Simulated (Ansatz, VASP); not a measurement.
CoC2: VASP beside Ansatz

```xyz
3
Lattice="-1.5816 1.5816 2.5521 1.5816 -1.5816 2.5521 1.5816 1.5816 -2.5521" Properties=species:S:1:pos:R:3 pbc="T T T"
Co    0.0000    0.0000    0.0000
C     0.0000    0.0000    3.2037
C     0.0000    0.0000    1.9006
```

Alike in both runs: functional PBE; k mesh 8 × 8 × 8; occupations gaussian, width 0.1 eV; no spin polarisation.

Ansatz relaxed the structure, and its values are those at the end. VASP's run is a single point on that final structure, the one shown.

|  | VASP | Ansatz |
| --- | --- | --- |
| version | VASP 6.6.1 | Ansatz 0.2.0 |
| potentials or method | VASP PAW PBE potentials, release 64 (Co, C) | scalar-relativistic, plane waves, PAW |
| plane-wave cutoff (eV) | 520 | 420 |
| valence electrons in the cell | 17 | 25 |

```csv
,VASP,Ansatz,Ansatz less VASP
gap on the k mesh at the Fermi level (eV),none,none,-
pressure (GPa),0.2,0.1,-0.10
rms of the force components (eV/Å),0.023,0.009,-0.0141
```

A gap of «none» marks a metal or a gap that the smearing closes. The two sets of potentials don't hold the same shells in valence.

Spin polarisation is off, so any magnetic state and its effect on volume and gap are missing.
